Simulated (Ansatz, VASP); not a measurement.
# Cross-check of CsSbSe3 between VASP and Ansatz, part 3 of 3

Aim: how closely do two programs agree when they are given the same cell, functional and k mesh? The cell is generated by rule, not measured, and may not be a known phase. The cell is taken from a series of runs on this material, whose earlier steps may have relaxed, scaled, displaced or heated it; both programs get it as it stands.

VASP 6.6.1 and Ansatz 0.2.0.

So far: VASP: relaxation of cell and atoms, PBEsol, pair 1; Ansatz: relaxation of cell and atoms, PBEsol, pair 1; Differences; VASP: relaxation of cell and atoms, PBEsol, pair 2; Ansatz: relaxation of cell and atoms, PBEsol, pair 2; Side by side.

### 8. VASP: relaxation of cell and atoms, PBEsol, pair 3

Level of this step: PBEsol; plane waves and PAW (Cs_sv, Sb, Se); invented cell (VASP).

The relaxed volume is the usual yardstick between codes: in a stiff, nearly cubic crystal its relative difference is about their pressure difference at one cell divided by the bulk modulus. This pair takes another cell of the material, with 5 atoms against 10 for the pair before.

INCAR

```
SYSTEM = CsSbSe3
PREC = Accurate
ENCUT = 500
EDIFF = 1E-07
NELM = 120
ISMEAR = 1
SIGMA = 0.2
LREAL = .FALSE.
ALGO = Normal
GGA = PS
NBANDS = 22
LORBIT = 11
LWAVE = .FALSE.
LCHARG = .FALSE.
ISIF = 3
IBRION = 2
NSW = 80
EDIFFG = -0.005
LASPH = .TRUE.
GGA_COMPAT = .FALSE.
NELMIN = 4
KPAR = 2
```

POSCAR

```
CsSbSe3
1.0
    4.0652250000      0.0000000000      0.0000000000
    0.0000000000      3.9230740000      4.9737770000
    0.0000000000     -3.9230740000      4.9737770000
Cs Sb Se
1 1 3
Direct
    0.0000000000      0.0160774196      0.0160774196
    0.4999998770      0.4007576134      0.4007576134
    0.4999998770      0.5265721891      0.0040255840
    0.4999998770      0.0040255840      0.5265721891
    0.0000000000      0.5744112573      0.5744112573
```

KPOINTS

```
Automatic mesh
0
Gamma
10 6 6
0 0 0
```

The projector-augmented-wave data sets are Cs_sv, Sb and Se (PBE family, release 64).

Launch:

```console
> mpirun -np 2 vasp_std
```

Numbers of over 12 decimals in the logs are rounded to 6 here.

Output:

```text
[banner, memory and clock lines left out]
running    2 mpi-ranks, on    1 nodes
[...]
[... a notice as in an earlier step ...]

 LDA part: xc-table for (Slater+PW92), standard interpolation
 POSCAR, INCAR and KPOINTS ok, starting setup
[...]
entering main loop
       N       E                     dE             d eps       ncg     rms          rms(c)
DAV:   1     0.185177049531E+03    0.18518E+03   -0.12229E+04  3432   0.118E+03
DAV:   2    -0.279974410711E+01   -0.18798E+03   -0.17986E+03  4608   0.191E+02
DAV:   3    -0.199252380512E+02   -0.17125E+02   -0.16911E+02  4280   0.666E+01
DAV:   4    -0.201975561925E+02   -0.27232E+00   -0.27170E+00  4158   0.957E+00
[...]
DAV:  13    -0.192501649351E+02   -0.20827E-05   -0.46188E-06  4196   0.115E-02    0.508E-03
DAV:  14    -0.192501652599E+02   -0.32480E-06   -0.10842E-06  4272   0.513E-03    0.117E-03
DAV:  15    -0.192501651909E+02    0.68962E-07   -0.14670E-07  2794   0.224E-03
   1 F= -.19250165E+02 E0= -.19251890E+02  d E =-.192502E+02
[... from here on, the cycles between the ionic steps are left out ...]
   2 F= -.19250345E+02 E0= -.19252056E+02  d E =-.179477E-03
   3 F= -.19250428E+02 E0= -.19252145E+02  d E =-.263290E-03
   4 F= -.19250428E+02 E0= -.19252144E+02  d E =-.263209E-03
   5 F= -.19250464E+02 E0= -.19252217E+02  d E =-.358389E-04
   6 F= -.19250473E+02 E0= -.19252277E+02  d E =-.441945E-04
   7 F= -.19250474E+02 E0= -.19252266E+02  d E =-.458433E-04
   8 F= -.19250503E+02 E0= -.19252320E+02  d E =-.290340E-04
   9 F= -.19250535E+02 E0= -.19252413E+02  d E =-.606386E-04
  10 F= -.19250535E+02 E0= -.19252411E+02  d E =-.606578E-04
  11 F= -.19250540E+02 E0= -.19252418E+02  d E =-.464912E-05
  12 F= -.19250544E+02 E0= -.19252428E+02  d E =-.920638E-05
[...]
reached required accuracy - stopping structural energy minimisation
```

From OUTCAR (step 8):

```text
  Total       -0.0020688     -0.0075643     -0.0002277      0.0000000      0.0000000      0.0000000
  in kB       -0.0208526     -0.0762458     -0.0022952      0.0000000      0.0000000      0.0000000
  external PRESSURE =      -0.0331312 kB  Pullay stress =       0.0000000 kB

 POSITION                                       TOTAL-FORCE (eV/Angst)
 -----------------------------------------------------------------------------------
      0.00000      0.00000      0.15956         0.000000     -0.000000     -0.000808
      2.03913      0.00000      3.98282         0.000000     -0.000000      0.001379
      2.03913      2.05373      2.63230         0.000000     -0.002162     -0.000544
      2.03913     -2.05373      2.63230         0.000000      0.002162     -0.000544
      0.00000      0.00000      5.70862         0.000000     -0.000000      0.000517
 -----------------------------------------------------------------------------------
    total drift:                                0.000509     -0.000000     -0.000156

  FREE ENERGIE OF THE ION-ELECTRON SYSTEM (eV)
  ---------------------------------------------------
  free  energy   TOTEN  =       -19.2505441076 eV

  energy  without entropy=      -19.2561963988  energy(sigma->0) =      -19.25242820

[... 1 part as in an earlier step ...]

[... 3 further parts left out ...]
[key lines of the parts left out:]
E-fermi :   2.5413
```

### 9. Ansatz: relaxation of cell and atoms, PBEsol, pair 3

The same cell, functional, mesh and smearing now go to Ansatz, which takes its cutoff from its data sets.

The cell is taken from a series of runs on this material, whose earlier steps may have relaxed, scaled, displaced or heated it; both programs get it as it stands.

input.yaml

```yaml
crystal:
  lattice:
    - [4.0652246597, 0.0, 0.0]
    - [0.0, 3.9230739637, 4.9737769806]
    - [0.0, -3.9230739637, 4.9737769806]
  atoms:
    - { symbol: Cs, position: [0.0, 0.0160774445, 0.0160774445] }
    - { symbol: Sb, position: [0.5, 0.4007576538, 0.4007576538] }
    - { symbol: Se, position: [0.5, 0.5265721547, 0.0040255912] }
    - { symbol: Se, position: [0.5, 0.0040255912, 0.5265721547] }
    - { symbol: Se, position: [0.0, 0.5744112656, 0.5744112656] }
kpoints:
  mp_grid: { grid: [10, 6, 6] }
hamiltonian:
  xc: pbesol
  pseudopotentials: { kind: paw, azcp: { folder: soft_1 }, xc_functional: pbe }
scf:
  occupations: { method: methfessel_paxton, width: 0.2 }
output:
  forces: true
  stress: true
  eigenvalues: true
relax:
  adjacent_minimum: "off"
  f_tol: 0.001
  max_steps: 60
  cell: { stress_tol: 0.01 }
```

Launch:

```console
> ansatz run input.yaml --threads 8 --pin off --max-ram 16384MiB --backend cpu --events-out ev --progress --plain --runs-dir out
```

Output:

```text
[...]
Crystal: 5 atoms, lattice volume = 158.645 Å³
Basis set: ecut = 420 eV, 3113 PW (Γ), exchange–correlation on 60×90×90 points (8 copies of the dense FFT grid, shifted against one another)
Bands: 44, of which v1, the nominal top of the filled ones, is band 36 counted from 1 (35 counted from 0)
Symmetry: 4 space group operations
[...]
k-points: 78 of 360 (time reversal used)
[...]
cell:  # Å, volume = 158.6159 Å³
    - [4.073772, -3.100598480044452e-19, 0]
    - [-2.9921783387606963e-19, 3.920215, 4.966037]
    - [2.992178338760707e-19, -3.920215, 4.966037]
  atoms:
    - { symbol: Cs, position: [0, 0.016036, 0.016036] }
    - { symbol: Sb, position: [0.5, 0.400897, 0.400897] }
    - { symbol: Se, position: [0.5, 0.526654, 0.00380955] }
    - { symbol: Se, position: [0.5, 0.00380955, 0.526654] }
    - { symbol: Se, position: [0, 0.574448, 0.574448] }
[key lines of the parts left out:]
SCF converged after 6 iterations
Free energy (F): -28268.925888 eV
Fermi energy:    6.401181 eV
P = ⅓ Tr σ = 0.0009 GPa (0.009 kbar)
```

### 10. Side by side

What differs besides the data sets and the points named for the pairs above, as far as they apply: the data sets hold 72 valence electrons in Ansatz (on its PAW soft_1 files) and 32 in VASP. Total energies have different zeros and are not compared.

The two programs side by side:

```csv
quantity,Ansatz,VASP,difference
volume (Å³),158.62,158.95,-0.21 %
"edge a after relaxation, in the typed setting (Å)",4.074,4.078,-0.11 %
"edge b after relaxation, in the typed setting (Å)",6.327,6.329,-0.04 %
```

### 11. What came out

```
difference in volume (relaxation of cell and atoms, PBEsol, pair 1) : -0.25 %
difference in volume (relaxation of cell and atoms, PBEsol, pair 2) : -0.21 %
difference in volume (relaxation of cell and atoms, PBEsol, pair 3) : -0.21 %
```

What this shows: The difference in volume is -0.25 % (relaxation of cell and atoms, PBEsol, pair 1), within the 1.2 % picked in this series as the mark of a large difference, as far as the stopping tolerances let one tell. The data sets hold unlike numbers of valence electrons (72 in Ansatz and 32 in VASP and 144 in Ansatz and 64 in VASP), so part of the differences comes from the potentials. 1 further run of this series is not shown here. How closely two codes agree says nothing of how well the functional describes the real material.

[Lines on the potential files, build, host, timing and source positions are cut from VASP's logs without a mark.]

[Logs are printed without paths, hosts, clocks, repeated set-up lines and the standing remarks that a program may print on its own settings, such as how far it seeks lower states.]

[Hosts, paths, dates, database ids (printed as entryN), source tags and the programs' standing remarks are cut or masked in the printed files.]
